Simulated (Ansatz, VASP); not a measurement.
**Cross-check of NaH22C17S2NO11F18 between VASP and Ansatz**

Wanted: the spread between two codes on one cell, functional and k mesh. The cell is taken from a series of runs on this material, whose earlier steps may have relaxed, scaled, displaced or heated it; both programs get it as it stands.

Main program and level: Ansatz 0.2.0; plane waves, with VASP 6.6.1 beside it; LDA.

## (1) The starting structure

The cell holds 144 atoms: 36 F, 34 C, 22 O, 44 H, 2 N, 4 S and 2 Na. Its edges and angles: a = 12.275 Å, b = 12.275 Å, c = 12.275 Å, α = 90.0°, β = 90.0°, γ = 90.0°.

## (2) VASP: single point, LDA

A single point takes one fixed geometry, so differences don't come from the geometry; what else differs is listed under the comparison.

Lines of VASP's logs that name or quote its potential files are left out, and so is its time.

Input file INCAR:

```
SYSTEM = NaH22C17S2NO11F18
PREC = Accurate
ENCUT = 600
EDIFF = 1E-06
NELM = 120
ISMEAR = 0
SIGMA = 0.025
LREAL = Auto
ALGO = Normal
GGA = PW92
NBANDS = 406
LORBIT = 11
LWAVE = .FALSE.
LCHARG = .FALSE.
ISIF = 2
LASPH = .TRUE.
GGA_COMPAT = .FALSE.
EFERMI = MIDGAP
```

Input file POSCAR:

```
NaH22C17S2NO11F18
1.0
   12.2752400000      0.0000000000      0.0000000000
    0.0000000000     12.2752400000      0.0000000000
    0.0000000000      0.0000000000     12.2752400000
F C O H N S Na
36 34 22 44 2 4 2
Direct
    0.5620500000      0.9672600000      0.1521800000
    0.5067300000      0.9309200000      0.9859500000
    0.6997900000      0.0602400000      0.0149100000
    0.5994000000      0.1815800000      0.0838600000
    0.7237400000      0.3062600000      0.7222300000
    0.5527800000      0.3310300000      0.7739200000
    0.5762000000      0.2119400000      0.5871500000
    0.6759900000      0.0949400000      0.6634200000
    0.6928300000      0.8010800000      0.3089600000
    0.6986300000      0.6426700000      0.3968700000
    0.6341900000      0.6874400000      0.1157600000
    0.6143600000      0.5446600000      0.1993300000
    0.9362900000      0.4575900000      0.1954700000
    0.9892400000      0.5782500000      0.0752400000
    0.0168200000      0.3654400000      0.9851000000
    0.8361700000      0.3335200000      0.0108800000
    0.5600000000      0.5007800000      0.5745900000
    0.4101600000      0.5871200000      0.5984600000
    0.6268000000      0.5537300000      0.7880800000
    0.4754200000      0.6358100000      0.8152200000
    0.7165600000      0.9269200000      0.8307100000
    0.5880300000      0.9409600000      0.7031300000
    0.8169900000      0.9539400000      0.6270400000
    0.8299200000      0.7751800000      0.6622700000
    0.0484100000      0.8809700000      0.5680200000
    0.9028500000      0.8685200000      0.4587200000
    0.1678100000      0.9874000000      0.4005400000
    0.0408600000      0.9563700000      0.2810500000
    0.2308700000      0.6358100000      0.2688400000
    0.3396900000      0.7345600000      0.3646600000
[... 108 atom lines left out ...]
    0.2276800000      0.8903500000      0.9017700000
    0.1245800000      0.0477100000      0.8029600000
    0.3695500000      0.4629100000      0.0047400000
    0.3631300000      0.3051200000      0.1385000000
    0.0164200000      0.7921700000      0.7253900000
    0.1798600000      0.3362500000      0.8984600000
```

Input file KPOINTS:

```
Automatic mesh
0
Gamma
1 1 1
0 0 0
```

The projector-augmented-wave data sets are F, C, O, H, N, S and Na_pv (LDA family, release 64).

The run is started by

```bash
export OMP_NUM_THREADS=3
mpirun -np 1 vasp_gam
```

Numbers of over 12 decimals in the logs are rounded to 6 here.

What it wrote:

```text
[banner, memory and clock lines left out]
running    1 mpi-ranks, on    1 nodes
[...]
Offloading initialized ...    1 GPUs detected
[...]
|                                                                             |
|               ----> ADVICE to this user running VASP <----                  |
|                                                                             |
|     You enforced a specific xc type in the INCAR file but a different       |
|     [... a line on the potential file left out ...]
|     I HOPE YOU KNOW WHAT YOU ARE DOING!                                     |
|                                                                             |

 LDA part: xc-table for (Slater(with rela. corr.)+PW92), standard interpolation
 POSCAR, INCAR and KPOINTS ok, starting setup
[...]
entering main loop
       N       E                     dE             d eps       ncg     rms          rms(c)
DAV:   1     0.620652920235E+04    0.62065E+04   -0.38016E+05   828   0.164E+03
DAV:   2    -0.267845460048E+03   -0.64744E+04   -0.62039E+04   988   0.391E+02
DAV:   3    -0.911563458620E+03   -0.64372E+03   -0.63673E+03   956   0.135E+02
DAV:   4    -0.931197243460E+03   -0.19634E+02   -0.19477E+02  1008   0.273E+01
[...]
DAV:  19    -0.863391812338E+03   -0.65174E-05   -0.97600E-06   960   0.110E-02    0.401E-03
DAV:  20    -0.863391813464E+03   -0.11264E-05   -0.58280E-06   960   0.685E-03    0.283E-03
DAV:  21    -0.863391813488E+03   -0.23749E-07   -0.78937E-07   688   0.250E-03
   1 F= -.86339181E+03 E0= -.86339181E+03  d E =0.000000E+00
```

OUTCAR, selected parts (step 2):

```text
  FREE ENERGIE OF THE ION-ELECTRON SYSTEM (eV)
  ---------------------------------------------------
  free  energy   TOTEN  =      -863.3918134879 eV

  energy  without entropy=     -863.3918134879  energy(sigma->0) =     -863.39181349
```

The run ends at a pressure of -1.26 GPa, with forces up to 6.0 eV/Å.

## (3) Ansatz: single point, LDA

Ansatz runs on its default PAW (the set named soft_2) files.

The same cell, functional (in two slightly different forms), mesh and smearing now go to Ansatz, which takes its cutoff from its data sets.

Input file input.yaml:

```yaml
crystal:
  lattice:
    - [12.27524, 0.0, 0.0]
    - [0.0, 12.27524, 0.0]
    - [0.0, 0.0, 12.27524]
  atoms:
    - { symbol: F, position: [0.56205, 0.96726, 0.15218] }
    - { symbol: C, position: [0.5214, 0.01105, 0.05819] }
    - { symbol: F, position: [0.50673, 0.93092, 0.98595] }
    - { symbol: C, position: [0.59713, 0.09777, 0.01565] }
    - { symbol: F, position: [0.69979, 0.06024, 0.01491] }
    - { symbol: F, position: [0.5994, 0.18158, 0.08386] }
    - { symbol: O, position: [0.57065, 0.14261, 0.9122] }
    - { symbol: C, position: [0.65857, 0.20615, 0.87343] }
    - { symbol: C, position: [0.63069, 0.25349, 0.76152] }
    - { symbol: F, position: [0.72374, 0.30626, 0.72223] }
    - { symbol: F, position: [0.55278, 0.33103, 0.77392] }
    - { symbol: C, position: [0.59881, 0.16513, 0.68393] }
    - { symbol: F, position: [0.5762, 0.21194, 0.58715] }
    - { symbol: F, position: [0.67599, 0.09494, 0.66342] }
    - { symbol: H, position: [0.43895, 0.0378, 0.08471] }
    - { symbol: H, position: [0.67037, 0.2813, 0.92327] }
    - { symbol: H, position: [0.73527, 0.15867, 0.87555] }
    - { symbol: H, position: [0.53307, 0.12112, 0.71549] }
    - { symbol: F, position: [0.69283, 0.80108, 0.30896] }
    - { symbol: C, position: [0.65243, 0.69418, 0.30867] }
    - { symbol: F, position: [0.69863, 0.64267, 0.39687] }
    - { symbol: C, position: [0.67177, 0.63415, 0.20288] }
    - { symbol: F, position: [0.63419, 0.68744, 0.11576] }
    - { symbol: F, position: [0.61436, 0.54466, 0.19933] }
    - { symbol: O, position: [0.78041, 0.60916, 0.18635] }
    - { symbol: C, position: [0.79506, 0.54417, 0.09072] }
    - { symbol: C, position: [0.91489, 0.50052, 0.09184] }
    - { symbol: F, position: [0.93629, 0.45759, 0.19547] }
    - { symbol: F, position: [0.98924, 0.57825, 0.07524] }
    - { symbol: C, position: [0.91858, 0.41467, 0.00079] }
    - { symbol: F, position: [0.01682, 0.36544, 0.9851] }
    - { symbol: F, position: [0.83617, 0.33352, 0.01088] }
    - { symbol: H, position: [0.56528, 0.69191, 0.32206] }
    - { symbol: H, position: [0.73517, 0.4802, 0.093] }
    - { symbol: H, position: [0.78213, 0.58809, 0.01141] }
    - { symbol: H, position: [0.89932, 0.46372, 0.92427] }
    - { symbol: F, position: [0.56, 0.50078, 0.57459] }
    - { symbol: C, position: [0.49458, 0.53582, 0.65391] }
    - { symbol: F, position: [0.41016, 0.58712, 0.59846] }
    - { symbol: C, position: [0.54745, 0.60778, 0.73806] }
    - { symbol: F, position: [0.6268, 0.55373, 0.78808] }
    - { symbol: F, position: [0.47542, 0.63581, 0.81522] }
    - { symbol: O, position: [0.59127, 0.70682, 0.69067] }
    - { symbol: C, position: [0.63108, 0.77137, 0.7782] }
    - { symbol: C, position: [0.67184, 0.87828, 0.74055] }
    - { symbol: F, position: [0.71656, 0.92692, 0.83071] }
    - { symbol: F, position: [0.58803, 0.94096, 0.70313] }
    - { symbol: C, position: [0.75875, 0.86185, 0.65017] }
    - { symbol: F, position: [0.81699, 0.95394, 0.62704] }
    - { symbol: F, position: [0.82992, 0.77518, 0.66227] }
    - { symbol: H, position: [0.44776, 0.46347, 0.68605] }
    - { symbol: H, position: [0.57094, 0.78611, 0.83816] }
    - { symbol: H, position: [0.69493, 0.72669, 0.82196] }
    - { symbol: H, position: [0.72516, 0.84509, 0.56602] }
    - { symbol: F, position: [0.04841, 0.88097, 0.56802] }
    - { symbol: C, position: [0.99794, 0.92698, 0.47734] }
    - { symbol: F, position: [0.90285, 0.86852, 0.45872] }
    - { symbol: C, position: [0.08179, 0.92076, 0.37869] }
    - { symbol: F, position: [0.16781, 0.9874, 0.40054] }
    - { symbol: F, position: [0.04086, 0.95637, 0.28105] }
    - { symbol: O, position: [0.12638, 0.81613, 0.36531] }
    - { symbol: C, position: [0.20091, 0.8269, 0.26952] }
    - { symbol: C, position: [0.28344, 0.73283, 0.26858] }
    - { symbol: F, position: [0.23087, 0.63581, 0.26884] }
    - { symbol: F, position: [0.33969, 0.73456, 0.36466] }
    - { symbol: C, position: [0.34794, 0.73136, 0.16595] }
    - { symbol: F, position: [0.40276, 0.831, 0.16278] }
    - { symbol: F, position: [0.42774, 0.6556, 0.1671] }
    - { symbol: H, position: [0.97963, 0.01422, 0.4942] }
    - { symbol: H, position: [0.14888, 0.82124, 0.19466] }
    - { symbol: H, position: [0.24333, 0.90771, 0.26808] }
    - { symbol: H, position: [0.29774, 0.72314, 0.09195] }
    - { symbol: C, position: [0.16668, 0.54039, 0.74148] }
    - { symbol: O, position: [0.07757, 0.46078, 0.75845] }
    - { symbol: C, position: [0.00735, 0.4498, 0.66882] }
    - { symbol: C, position: [0.94264, 0.55857, 0.65368] }
    - { symbol: O, position: [0.00543, 0.63553, 0.5923] }
    - { symbol: C, position: [0.00775, 0.60314, 0.4784] }
    - { symbol: H, position: [0.22803, 0.53077, 0.7959] }
    - { symbol: H, position: [0.2046, 0.52618, 0.66342] }
    - { symbol: H, position: [0.13384, 0.6241, 0.7472] }
    - { symbol: H, position: [0.0527, 0.42434, 0.59836] }
    - { symbol: H, position: [0.95126, 0.38788, 0.68272] }
    - { symbol: H, position: [0.87171, 0.54003, 0.60739] }
    - { symbol: H, position: [0.92979, 0.59742, 0.73109] }
    - { symbol: H, position: [0.06253, 0.53533, 0.46644] }
    - { symbol: H, position: [0.92554, 0.58167, 0.44712] }
    - { symbol: H, position: [0.04034, 0.67138, 0.42424] }
    - { symbol: C, position: [0.96387, 0.2116, 0.27112] }
    - { symbol: O, position: [0.95036, 0.18604, 0.38419] }
    - { symbol: C, position: [0.8768, 0.25435, 0.44332] }
    - { symbol: C, position: [0.76095, 0.243, 0.40736] }
    - { symbol: O, position: [0.74805, 0.28464, 0.30434] }
    - { symbol: C, position: [0.6361, 0.28985, 0.28672] }
    - { symbol: H, position: [0.97475, 0.29853, 0.25465] }
    - { symbol: H, position: [0.03374, 0.15877, 0.24511] }
    - { symbol: H, position: [0.89457, 0.17216, 0.23023] }
    - { symbol: H, position: [0.88404, 0.24245, 0.53069] }
[... 6 lines left out ...]
    - { symbol: O, position: [0.86791, 0.76562, 0.86104] }
    - { symbol: C, position: [0.88355, 0.81072, 0.95144] }
    - { symbol: O, position: [0.82753, 0.79588, 0.04527] }
    - { symbol: C, position: [0.87263, 0.86495, 0.12563] }
    - { symbol: C, position: [0.93831, 0.94021, 0.05418] }
    - { symbol: O, position: [0.9658, 0.87912, 0.96826] }
    - { symbol: H, position: [0.80593, 0.90656, 0.17145] }
    - { symbol: H, position: [0.92285, 0.82208, 0.18723] }
    - { symbol: H, position: [0.88957, 0.01047, 0.02361] }
    - { symbol: H, position: [0.0092, 0.96453, 0.0978] }
    - { symbol: O, position: [0.28106, 0.29938, 0.73126] }
    - { symbol: C, position: [0.29828, 0.2832, 0.63442] }
    - { symbol: O, position: [0.34668, 0.1885, 0.59987] }
    - { symbol: C, position: [0.35018, 0.19772, 0.48684] }
    - { symbol: C, position: [0.33074, 0.31533, 0.46493] }
    - { symbol: O, position: [0.25856, 0.34672, 0.54976] }
    - { symbol: H, position: [0.4343, 0.1699, 0.45479] }
    - { symbol: H, position: [0.27951, 0.14846, 0.45656] }
    - { symbol: H, position: [0.40689, 0.36736, 0.46988] }
    - { symbol: H, position: [0.29986, 0.33298, 0.38553] }
    - { symbol: "N", position: [0.24028, 0.99548, 0.82768] }
    - { symbol: S, position: [0.22768, 0.89035, 0.90177] }
    - { symbol: O, position: [0.14937, 0.81155, 0.86014] }
    - { symbol: O, position: [0.22394, 0.91034, 0.01777] }
    - { symbol: F, position: [0.33657, 0.8291, 0.88805] }
    - { symbol: S, position: [0.12458, 0.04771, 0.80296] }
    - { symbol: O, position: [0.03595, 0.98241, 0.76684] }
    - { symbol: O, position: [0.09012, 0.12721, 0.88296] }
    - { symbol: F, position: [0.15519, 0.1158, 0.69815] }
    - { symbol: "N", position: [0.42348, 0.41316, 0.10492] }
    - { symbol: S, position: [0.36955, 0.46291, 0.00474] }
    - { symbol: O, position: [0.25279, 0.47508, 0.00471] }
    - { symbol: O, position: [0.41361, 0.42559, 0.89955] }
    - { symbol: F, position: [0.41122, 0.58926, 0.00458] }
    - { symbol: S, position: [0.36313, 0.30512, 0.1385] }
    - { symbol: O, position: [0.32417, 0.23546, 0.05306] }
    - { symbol: O, position: [0.41115, 0.25262, 0.23473] }
    - { symbol: F, position: [0.25412, 0.34759, 0.18993] }
    - { symbol: Na, position: [0.01642, 0.79217, 0.72539] }
    - { symbol: Na, position: [0.17986, 0.33625, 0.89846] }
kpoints:
  mp_grid: { grid: [1, 1, 1] }
hamiltonian:
  xc: lda
scf:
  occupations: { method: gaussian, width: 0.025 }
output:
  forces: true
  stress: true
  populations: true
  dos:
    method: { smearing: { sigma: 0.15 } }
    de: 0.1
    projected: { site_lists: { C: [C], F: [F], H: [H], "N": ["N"], Na: [Na] } }
  eigenvalues: true
  write_density: true
  write_potential: true
  volumetric_format: npy
```

The run is started by

```bash
ansatz run input.yaml --threads 8 --pin off --max-ram 15872MiB --backend cpu --events-out ev --progress --plain --runs-dir out
```

What it wrote:

```text
Engine: ansatz 0.2.0, x86_64-unknown-linux-gnu
Pseudopotentials: kind: paw
Pseudopotential: F, paw, valence charge 7, recommended cutoff 420 eV (normal), F.paw.azcp
Pseudopotential: C, paw, valence charge 4, recommended cutoff 420 eV (normal), C.paw.azcp
Pseudopotential: O, paw, valence charge 6, recommended cutoff 420 eV (normal), O.paw.azcp
Pseudopotential: H, paw, valence charge 1, recommended cutoff 420 eV (normal), H.paw.azcp
Pseudopotential: N, paw, valence charge 5, recommended cutoff 420 eV (normal), N.paw.azcp
Pseudopotential: S, paw, valence charge 6, recommended cutoff 420 eV (normal), S.paw.azcp
Pseudopotential: Na, paw, valence charge 9, recommended cutoff 420 eV (normal), Na.paw.azcp
Functional definition: SPW92
  exchange = slater_x
  correlation = pw_c
Crystal: 144 atoms, lattice volume = 1849.652 Å³
Basis set: ecut = 420 eV, 36137 PW (Γ)
Bands: 452, of which v1, the nominal top of the filled ones, is band 308 counted from 1 (307 counted from 0)
Symmetry: 1 space group operations
Space group: P1 (ITA 1), of the structure as read, at distance tolerance 1.2e-4 Å
k-points: 1
Non-local potential: F, projectors of the file, l = 0: 2, l = 1: 2, l = 2: 1
Non-local potential: C, projectors of the file, l = 0: 2, l = 1: 2, l = 2: 1
Non-local potential: O, projectors of the file, l = 0: 2, l = 1: 2, l = 2: 1
Non-local potential: H, projectors of the file, l = 0: 2, l = 1: 1
Non-local potential: N, projectors of the file, l = 0: 2, l = 1: 2, l = 2: 1
Non-local potential: S, projectors of the file, l = 0: 2, l = 1: 2, l = 2: 2
Non-local potential: Na, projectors of the file, l = 0: 3, l = 1: 2, l = 2: 1
PAW form: soft (Blöchl's): semilocal exchange-correlation on the pseudo side does not see the compensation charge
PAW frozen core: F, regenerated for the run's functional, and the local potential with it (the file was generated under x = pbe(κ = 0.804, μ = 0.219515), c = pbe(β = 0.066725))
PAW frozen core: C, regenerated for the run's functional, and the local potential with it (the file was generated under x = pbe(κ = 0.804, μ = 0.219515), c = pbe(β = 0.066725))
PAW frozen core: O, regenerated for the run's functional, and the local potential with it (the file was generated under x = pbe(κ = 0.804, μ = 0.219515), c = pbe(β = 0.066725))
PAW frozen core: N, regenerated for the run's functional, and the local potential with it (the file was generated under x = pbe(κ = 0.804, μ = 0.219515), c = pbe(β = 0.066725))
PAW frozen core: S, regenerated for the run's functional, and the local potential with it (the file was generated under x = pbe(κ = 0.804, μ = 0.219515), c = pbe(β = 0.066725))
PAW frozen core: Na, regenerated for the run's functional, and the local potential with it (the file was generated under x = pbe(κ = 0.804, μ = 0.219515), c = pbe(β = 0.066725))
PAW one-centre angular grid: F, 110 points (default); XC on 64 Gauss nodes
PAW one-centre angular grid: C, 110 points (default); XC on 64 Gauss nodes
PAW one-centre angular grid: O, 110 points (default); XC on 64 Gauss nodes
PAW one-centre angular grid: H, 110 points (default); XC on 64 Gauss nodes
PAW one-centre angular grid: N, 110 points (default); XC on 64 Gauss nodes
PAW one-centre angular grid: S, 110 points (default); XC on 64 Gauss nodes
PAW one-centre angular grid: Na, 110 points (default); XC on 64 Gauss nodes
Initial density: superposition of atomic densities (neutral atoms: chi_scale 0, normalization atom), corrected by the library's trained network
Initial wavefunctions: pseudopotential atomic-orbital guess
Functional: x = slater, c = lda
SCF iter   1: F=—  HF=-56860.750115 eV  |F-HF|=—  |Δ(HF+E_count)|=         —  Δρ=1.11e-2  dr2=1.98e0  ethr=1.77e-3  ⟨swp⟩=6.0  Hψ=1916  notcnv=0  defer=119
preconditioner: auto → Resta (q_TF=auto, 2.271 Å⁻¹)  ε∞=2.5  [insulator: Δε(μ)=4.088 eV  Ē_g=17.550 eV  σ=0.025 eV  W_gap=1.00  n_scr=364 (ndim 8)  ℏωp=21.2 eV  f_vac=0.342  D(μ)=0.00/eV (n_scr^D=0)  ε∞_Penn≈2.5]
SCF iter   2: F=—  HF=-56860.134065 eV  |F-HF|=—  |Δ(HF+E_count)|=   6.16e-1  Δρ=4.08e-3  dr2=3.34e-1  ethr=3.21e-4  ⟨swp⟩=2.0  Hψ=733  notcnv=0  defer=138
SCF iter   3: F=—  HF=-56860.034226 eV  |F-HF|=—  |Δ(HF+E_count)|=   9.98e-2  Δρ=1.89e-3  dr2=9.65e-2  ethr=5.42e-5  ⟨swp⟩=3.0  Hψ=567  notcnv=0  defer=138
SCF iter   4: F=—  HF=-56860.000494 eV  |F-HF|=—  |Δ(HF+E_count)|=   3.37e-2  Δρ=7.16e-4  dr2=1.48e-2  ethr=1.57e-5  ⟨swp⟩=2.0  Hψ=769  notcnv=0  defer=140
SCF iter   5: F=—  HF=-56859.997383 eV  |F-HF|=—  |Δ(HF+E_count)|=   3.11e-3  Δρ=4.76e-4  dr2=4.39e-3  ethr=2.40e-6  ⟨swp⟩=2.0  Hψ=584  notcnv=0  defer=140
SCF iter   6: F=—  HF=-56859.996581 eV  |F-HF|=—  |Δ(HF+E_count)|=   8.02e-4  Δρ=1.55e-4  dr2=5.16e-4  ethr=7.13e-7  ⟨swp⟩=2.0  Hψ=580  notcnv=0  defer=140
[...]
atom 131  O     -0.09008077    -1.22820199    -0.54123554
  atom 132  O      0.88530006     0.05621169    -0.39095249
  atom 133  F      0.25094931    -0.20501865     0.28054385
  atom 134  N      0.32309974    -0.67904540     1.28424405
  atom 135  S      0.77038801     2.05812239    -5.67822649
  atom 136  O     -0.27423566    -0.19415883     0.56881620
  atom 137  O     -0.71095943     0.35502458     2.17401949
  atom 138  F     -0.39176476    -1.86535452    -0.09325748
  atom 139  S      0.23126788    -2.46051659     3.18875178
  atom 140  O      0.42750865     0.43429783    -0.41896092
  atom 141  O     -0.14682578     1.24640210    -2.16689094
  atom 142  F     -0.69873478     0.63272325     0.13923728
  atom 143  Na    -0.14116511     0.16549894     0.15402729
  atom 144  Na     0.14033737    -0.25362695    -0.42646985
  max |Σ_I F_I| component: 2.18e-4 eV/Å
--- Stress (GPa, compression-positive) ---
       -1.093694      -0.074651       0.366301
       -0.074651      -1.644358       0.324162
        0.366301       0.324162      -1.819806
  P = ⅓ Tr σ = -1.5193 GPa (-15.193 kbar)
--- Band table (eV) ---
  k-point 0: bands = [... 304 lower, -0.9781, -0.2288, -0.1820, 0.0232, 3.8613, 3.9133, 4.0415, 4.2367, ... 140 higher]
--- Löwdin populations: 144 sites ---
  site symbol       q [e]
     0      F      7.2424
     1      C      3.5480
     2      F      7.2226
     3      C      3.2533
     4      F      7.2294
     5      F      7.2155
     6      O      6.3102
     7      C      4.1197
     8      C      3.4001
     9      F      7.2663
    10      F      7.2132
    11      C      3.5605
    12      F      7.2498
    13      F      7.2122
    14      H      0.7647
    15      H      0.7921
    16      H      0.7809
    17      H      0.7633
    18      F      7.2497
    19      C      3.5575
    20      F      7.2346
    21      C      3.2507
    22      F      7.2276
    23      F      7.2054
[...]
136      O      6.7174
   137      F      7.3913
   138      S      3.6071
   139      O      6.7071
   140      O      6.7129
   141      F      7.4004
   142     Na      8.2370
   143     Na      8.2220
  spilling = 0.012102 (of n_electrons = 616.000000)
```

In the SCF lines HF is the Harris–Foulkes energy and dr2 the Hartree energy of the density residual, in eV; the loop may stop once dr2 is under the threshold and the program's other checks hold. Hψ counts applications of the Hamiltonian.

(Part 1 of 2 ends here.)

[Lines on the potential files, build, host, timing and source positions are cut from VASP's logs without a mark.]

[Logs are printed without paths, hosts, clocks, repeated set-up lines and the standing remarks that a program may print on its own settings, such as how far it seeks lower states.]

[Hosts, paths, dates, database ids (printed as entryN), source tags and the programs' standing remarks are cut or masked in the printed files.]
